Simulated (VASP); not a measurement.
Input:

```
RbBr
1.0
    0.00000     3.47101     3.47101
    3.47101     0.00000     3.47101
    3.47101     3.47101     0.00000
Rb Br
1 1
Direct
  0.00000   0.00000   0.00000
  0.50000   0.50000   0.50000
```

These are MS2 meta-GGA, VASP's PBE PAW potentials (set 64) (plane waves; VASP) values and carry that method's errors. Settings: 520 eV cut-off, 7×7×7 Γ-centred mesh, tetrahedra with Blöchl corrections, potentials Rb_sv Br.

Q: Estimate the energy per atom (σ→0), band gap (over mesh and band path) with the smallest direct gap where there is one.

A: 
```json
{
 "band gap (over mesh and band path)": "4.94 eV",
 "smallest direct gap (over mesh and band path)": "4.94 eV",
 "energy per atom (σ→0)": "-3.953 eV/atom"
}
```

Only differences to runs with the same potentials and settings are physical.

The compound is RbBr in the rock salt structure. It was relaxed first.
